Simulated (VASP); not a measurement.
# MgO (Fm-3m) in VASP: settings compared, part 2 of 3

VASP 6.6.1.

## (3) Band structure, LDA

Input file POSCAR:

```
MgO
1.0
    0.0000000000      2.0970013927      2.0970013927
    2.0970013927      0.0000000000      2.0970013927
    2.0970013927      2.0970013927      0.0000000000
Mg O
1 1
Direct
    0.0000000000      0.0000000000      0.0000000000
    0.5000000000      0.5000000000      0.5000000000
```

Input file INCAR.step1:

```
SYSTEM = MgO
PREC = Accurate ; ENCUT = 520
EDIFF = 1E-7 ; ISMEAR = 0
SIGMA = 0.02 ; LREAL = .FALSE.
LASPH = .TRUE. ; NELM = 100
ALGO = Fast ; ISIF = 2
LWAVE = .FALSE. ; LCHARG = .TRUE.
```

Input file KPOINTS.step1:

```
Automatic mesh
0
G
  10 10 10
  0 0 0
```

Input file INCAR.step2:

```
SYSTEM = MgO
PREC = Accurate ; ENCUT = 520
EDIFF = 1E-7 ; ISMEAR = 0
SIGMA = 0.05 ; LREAL = .FALSE.
LASPH = .TRUE. ; NELM = 100
ALGO = Fast ; ISIF = 2
LWAVE = .FALSE. ; LCHARG = .FALSE.
ICHARG = 11
```

Input file KPOINTS.step2:

```
path GXWKGLUWLK,UX
10
line-mode
reciprocal
 0.0000000000  0.0000000000  0.0000000000  G
 0.5000000000  0.0000000000  0.5000000000  X

 0.5000000000  0.0000000000  0.5000000000  X
 0.5000000000  0.2500000000  0.7500000000  W

 0.5000000000  0.2500000000  0.7500000000  W
 0.3750000000  0.3750000000  0.7500000000  K

 0.3750000000  0.3750000000  0.7500000000  K
 0.0000000000  0.0000000000  0.0000000000  G

 0.0000000000  0.0000000000  0.0000000000  G
 0.5000000000  0.5000000000  0.5000000000  L

 0.5000000000  0.5000000000  0.5000000000  L
 0.6250000000  0.2500000000  0.6250000000  U

 0.6250000000  0.2500000000  0.6250000000  U
 0.5000000000  0.2500000000  0.7500000000  W

 0.5000000000  0.2500000000  0.7500000000  W
 0.5000000000  0.5000000000  0.5000000000  L

 0.5000000000  0.5000000000  0.5000000000  L
 0.3750000000  0.3750000000  0.7500000000  K

 0.6250000000  0.2500000000  0.6250000000  U
 0.5000000000  0.0000000000  0.5000000000  X
```

Potentials or basis: VASP PAW LDA potentials, release 64 (Mg, O).

The run is started by

```sh
$ cat potpaw_LDA.64/Mg/POTCAR potpaw_LDA.64/O/POTCAR > POTCAR
$ cp INCAR.step1 INCAR
$ cp KPOINTS.step1 KPOINTS
$ mpirun -np 1 vasp_std > vasp.out
$ cp INCAR.step2 INCAR
$ cp KPOINTS.step2 KPOINTS
$ mpirun -np 1 vasp_std > vasp.out
```

OUTCAR:

```text
SYSTEM = MgO
   PREC = Accurate
   ENCUT = 520
   EDIFF = 1E-7
   ISMEAR = 0
   LREAL = .FALSE.
   LASPH = .TRUE.
   NELM = 100
   ISIF = 2
   ICHARG = 11

 ion  position               nearest neighbor table
   1  0.000  0.000  0.000-   2 2.10   2 2.10   2 2.10   2 2.10   2 2.10   2 2.10
   2  0.500  0.500  0.500-   1 2.10   1 2.10   1 2.10   1 2.10   1 2.10   1 2.10

  LATTYP: Found a face centered cubic cell.
 ALAT       =     4.1940027854

  Lattice vectors:

 A1 = (   0.0000000000,   2.0970013927,   2.0970013927)
 A2 = (   2.0970013927,   0.0000000000,   2.0970013927)
 A3 = (   2.0970013927,   2.0970013927,   0.0000000000)

Analysis of symmetry for initial positions (statically):
=====================================================================
 Subroutine PRICEL returns:
 Original cell was already a primitive cell.

 Routine SETGRP: Setting up the symmetry group for a
 face centered cubic supercell.

 Subroutine GETGRP returns: Found 48 space group operations
 (whereof 48 operations were pure point group operations)
 out of a pool of 48 trial point group operations.

The static configuration has the point symmetry O_h .

Analysis of symmetry for dynamics (positions and initial velocities):
[... 162 lines left out ...]
 k-point     1 :       0.0000    0.0000    0.0000
  band No.  band energies     occupation
      1     -14.0910      2.00000
      2       2.9796      2.00000
      3       2.9796      2.00000
      4       2.9796      2.00000
      5       7.7624      0.00000
      6      18.5744      0.00000
      7      18.5744      0.00000
      8      18.5744      0.00000
[... 243 lines left out ...]
 k-point    24 :       0.4583    0.2917    0.7500
  band No.  band energies     occupation
      1     -12.3813      2.00000
      2      -0.3737      2.00000
      3       0.1596      2.00000
      4       1.3045      2.00000
      5      13.8663      0.00000
      6      14.8747      0.00000
      7      14.9860      0.00000
      8      18.8380      0.00000

 [... further k-points ...]

------------------------ aborting loop because EDIFF is reached ----------------------------------------

  FORCE on cell =-STRESS in cart. coord.  units (eV):
  Direction    XX          YY          ZZ          XY          YZ          ZX
  --------------------------------------------------------------------------------------
  -------------------------------------------------------------------------------------
  Total       -0.9760516     -0.9760516     -0.9760516      0.0000000      0.0000000      0.0000000
  in kB      -84.7924514    -84.7924514    -84.7924514      0.0000000      0.0000000      0.0000000
  external PRESSURE =     -84.7924514 kB  Pullay stress =       0.0000000 kB

 VOLUME and BASIS-vectors are now :
 -----------------------------------------------------------------------------
  energy-cutoff  :      520.00
  volume of cell :       18.44
      direct lattice vectors                 reciprocal lattice vectors
     0.000000000  2.097001393  2.097001393    -0.238435702  0.238435702  0.238435702
     2.097001393  0.000000000  2.097001393     0.238435702 -0.238435702  0.238435702
     2.097001393  2.097001393  0.000000000     0.238435702  0.238435702 -0.238435702

 POSITION                                       TOTAL-FORCE (eV/Angst)
 -----------------------------------------------------------------------------------
      0.00000      0.00000      0.00000         0.000000      0.000000     -0.000000
      2.09700      2.09700      2.09700        -0.000000     -0.000000      0.000000
 -----------------------------------------------------------------------------------
    total drift:                               -0.000000     -0.000000      0.000000

  FREE ENERGIE OF THE ION-ELECTRON SYSTEM (eV)
  ---------------------------------------------------
  free  energy   TOTEN  =       -13.5914516887 eV

  energy  without entropy=      -13.5914516887  energy(sigma->0) =      -13.59145169
```

OSZICAR.step1:

```text
N       E                     dE             d eps       ncg     rms          rms(c)
DAV:   1     0.869084700019E+01    0.86908E+01   -0.49219E+03   920   0.883E+02
DAV:   2    -0.147244949973E+02   -0.23415E+02   -0.21531E+02   904   0.133E+02
DAV:   3    -0.150083996696E+02   -0.28390E+00   -0.28390E+00   952   0.163E+01
DAV:   4    -0.150087378959E+02   -0.33823E-03   -0.33823E-03  1064   0.561E-01
DAV:   5    -0.150087380113E+02   -0.11539E-06   -0.11539E-06   944   0.790E-03    0.705E+00
RMM:   6    -0.134905319540E+02    0.15182E+01   -0.35309E+00   757   0.159E+01    0.209E+00
RMM:   7    -0.134588669475E+02    0.31665E-01   -0.89318E-02   842   0.276E+00    0.136E+00
RMM:   8    -0.134382575508E+02    0.20609E-01   -0.49269E-02   764   0.292E+00    0.385E-01
RMM:   9    -0.134352326908E+02    0.30249E-02   -0.25209E-03   859   0.533E-01    0.203E-01
RMM:  10    -0.134346176458E+02    0.61504E-03   -0.31666E-03   903   0.490E-01    0.263E-02
RMM:  11    -0.134346412443E+02   -0.23598E-04   -0.11489E-04   894   0.120E-01    0.389E-02
RMM:  12    -0.134346194135E+02    0.21831E-04   -0.11130E-05   871   0.358E-02    0.222E-02
RMM:  13    -0.134346104435E+02    0.89701E-05   -0.33642E-05   798   0.528E-02    0.160E-03
RMM:  14    -0.134346104422E+02    0.12737E-08   -0.85436E-07   832   0.103E-02
   1 F= -.13434610E+02 E0= -.13434610E+02  d E =-.193061E-16
```

Wall time 8.2 s (1 thread of Intel Xeon Platinum 8488C (Sapphire Rapids), shared host); peak memory 0.13 GiB.

What came out:

```
Band gap on the k mesh  : 4.78 eV, direct
Band gap along the path : 4.78 eV, direct
```

Levels at the corners of the path, in eV from the valence-band top:
| point | band 2 | band 3 | band 4 | band 5 | band 6 | band 7 |
| --- | --- | --- | --- | --- | --- | --- |
| Γ | 0.00 | 0.00 | 0.00 | 4.78 | 15.59 | 15.59 |
| X | -4.21 | -1.39 | -1.39 | 8.90 | 9.84 | 13.03 |
| X | -4.21 | -1.39 | -1.39 | 8.90 | 9.84 | 13.03 |
| W | -3.05 | -3.05 | -1.83 | 11.53 | 11.53 | 12.04 |
| W | -3.05 | -3.05 | -1.83 | 11.53 | 11.53 | 12.04 |
| K | -3.61 | -2.80 | -1.18 | 9.94 | 11.66 | 12.45 |
| K | -3.61 | -2.80 | -1.18 | 9.94 | 11.66 | 12.45 |
| Γ | 0.00 | 0.00 | 0.00 | 4.78 | 15.59 | 15.59 |
| Γ | 0.00 | 0.00 | 0.00 | 4.78 | 15.59 | 15.59 |
| L | -4.76 | -0.68 | -0.68 | 7.81 | 12.54 | 16.13 |
| L | -4.76 | -0.68 | -0.68 | 7.81 | 12.54 | 16.13 |
| U | -3.61 | -2.80 | -1.18 | 9.94 | 11.66 | 12.45 |
| U | -3.61 | -2.80 | -1.18 | 9.94 | 11.66 | 12.45 |
| W | -3.05 | -3.05 | -1.83 | 11.53 | 11.53 | 12.04 |
| W | -3.05 | -3.05 | -1.83 | 11.53 | 11.53 | 12.04 |
| L | -4.76 | -0.68 | -0.68 | 7.81 | 12.54 | 16.13 |
| L | -4.76 | -0.68 | -0.68 | 7.81 | 12.54 | 16.13 |
| K | -3.61 | -2.80 | -1.18 | 9.94 | 11.66 | 12.45 |
| U | -3.61 | -2.80 | -1.18 | 9.94 | 11.66 | 12.45 |
| X | -4.21 | -1.39 | -1.39 | 8.90 | 9.84 | 13.03 |

Caveat: the log is that of the step along the path at fixed density, whose energy, stress, charges and moments have no meaning.

## (4) Band structure, TB-mBJ

POSCAR is that of step 3.

Input file INCAR.step1:

```
SYSTEM = MgO
PREC = Accurate ; ENCUT = 520
EDIFF = 1E-5 ; ISMEAR = 0
SIGMA = 0.02 ; LREAL = .FALSE.
LASPH = .TRUE. ; NELM = 100
ALGO = Normal ; ISIF = 2
LWAVE = .TRUE. ; LCHARG = .FALSE.
GGA = PE
```

Input file INCAR.step2:

```
SYSTEM = MgO
PREC = Accurate ; ENCUT = 520
EDIFF = 1E-7 ; ISMEAR = 0
SIGMA = 0.02 ; LREAL = .FALSE.
LASPH = .TRUE. ; NELM = 100
ALGO = Normal ; ISIF = 2
LWAVE = .FALSE. ; LCHARG = .FALSE.
METAGGA = MBJ ; ISTART = 1
```

Input file KPOINTS:

```
Automatic mesh
0
G
  10 10 10
  0 0 0
```

Input file KPOINTS_OPT:

```
path GXWKGLUWLK,UX
10
line-mode
reciprocal
 0.0000000000  0.0000000000  0.0000000000  G
 0.5000000000  0.0000000000  0.5000000000  X

 0.5000000000  0.0000000000  0.5000000000  X
 0.5000000000  0.2500000000  0.7500000000  W

 0.5000000000  0.2500000000  0.7500000000  W
 0.3750000000  0.3750000000  0.7500000000  K

 0.3750000000  0.3750000000  0.7500000000  K
 0.0000000000  0.0000000000  0.0000000000  G

 0.0000000000  0.0000000000  0.0000000000  G
 0.5000000000  0.5000000000  0.5000000000  L

 0.5000000000  0.5000000000  0.5000000000  L
 0.6250000000  0.2500000000  0.6250000000  U

 0.6250000000  0.2500000000  0.6250000000  U
 0.5000000000  0.2500000000  0.7500000000  W

 0.5000000000  0.2500000000  0.7500000000  W
 0.5000000000  0.5000000000  0.5000000000  L

 0.5000000000  0.5000000000  0.5000000000  L
 0.3750000000  0.3750000000  0.7500000000  K

 0.6250000000  0.2500000000  0.6250000000  U
 0.5000000000  0.0000000000  0.5000000000  X
```

Potentials or basis: VASP PAW PBE potentials, release 64 (Mg, O).

The run is started by

```sh
$ cat potpaw_PBE.64/Mg/POTCAR potpaw_PBE.64/O/POTCAR > POTCAR
$ cp INCAR.step1 INCAR
$ mpirun -np 1 vasp_std > vasp.out
$ cp INCAR.step2 INCAR
$ mpirun -np 1 vasp_std > vasp.out
```

It took 40 s on 1 thread of Intel Xeon Platinum 8488C (Sapphire Rapids), shared host; peak memory 0.15 GiB.

It converged, with:

- Band gap on the k mesh: 6.90 eV, direct
- Band gap along the path: 6.90 eV, direct

Levels at the corners of the path, in eV from the valence-band top:
| point | band 1 | band 2 | band 3 | band 4 | band 5 | band 6 | band 7 | band 8 |
| --- | --- | --- | --- | --- | --- | --- | --- | --- |
| Γ | -18.30 | 0.00 | 0.00 | 0.00 | 6.90 | 17.96 | 17.96 | 17.96 |
| X | -17.09 | -3.55 | -1.21 | -1.21 | 11.52 | 12.40 | 15.69 | 21.99 |
| X | -17.09 | -3.55 | -1.21 | -1.21 | 11.52 | 12.40 | 15.69 | 21.99 |
| W | -17.05 | -2.55 | -2.55 | -1.54 | 14.03 | 14.03 | 14.63 | 17.95 |
| W | -17.05 | -2.55 | -2.55 | -1.54 | 14.03 | 14.03 | 14.63 | 17.95 |
| K | -17.07 | -3.02 | -2.33 | -1.03 | 12.44 | 14.21 | 15.01 | 20.81 |
| K | -17.07 | -3.02 | -2.33 | -1.03 | 12.44 | 14.21 | 15.01 | 20.81 |
| Γ | -18.30 | 0.00 | 0.00 | 0.00 | 6.90 | 17.96 | 17.96 | 17.96 |
| Γ | -18.30 | 0.00 | 0.00 | 0.00 | 6.90 | 17.96 | 17.96 | 17.96 |
| L | -17.28 | -4.00 | -0.60 | -0.60 | 10.21 | 15.15 | 18.53 | 18.53 |
| L | -17.28 | -4.00 | -0.60 | -0.60 | 10.21 | 15.15 | 18.53 | 18.53 |
| U | -17.07 | -3.02 | -2.33 | -1.03 | 12.44 | 14.21 | 15.01 | 20.81 |
| U | -17.07 | -3.02 | -2.33 | -1.03 | 12.44 | 14.21 | 15.01 | 20.80 |
| W | -17.05 | -2.55 | -2.55 | -1.54 | 14.03 | 14.03 | 14.63 | 17.95 |
| W | -17.05 | -2.55 | -2.55 | -1.54 | 14.03 | 14.03 | 14.63 | 17.95 |
| L | -17.28 | -4.00 | -0.60 | -0.60 | 10.21 | 15.15 | 18.53 | 18.53 |
| L | -17.28 | -4.00 | -0.60 | -0.60 | 10.21 | 15.15 | 18.53 | 18.53 |
| K | -17.07 | -3.02 | -2.33 | -1.03 | 12.44 | 14.21 | 15.01 | 20.81 |
| U | -17.07 | -3.02 | -2.33 | -1.03 | 12.44 | 14.21 | 15.01 | 20.81 |
| X | -17.09 | -3.55 | -1.21 | -1.21 | 11.52 | 12.40 | 15.69 | 21.99 |

Caveat: the PAW data sets were made with another functional, which shifts forces and pressure a little.

[end of part 2 of 3]
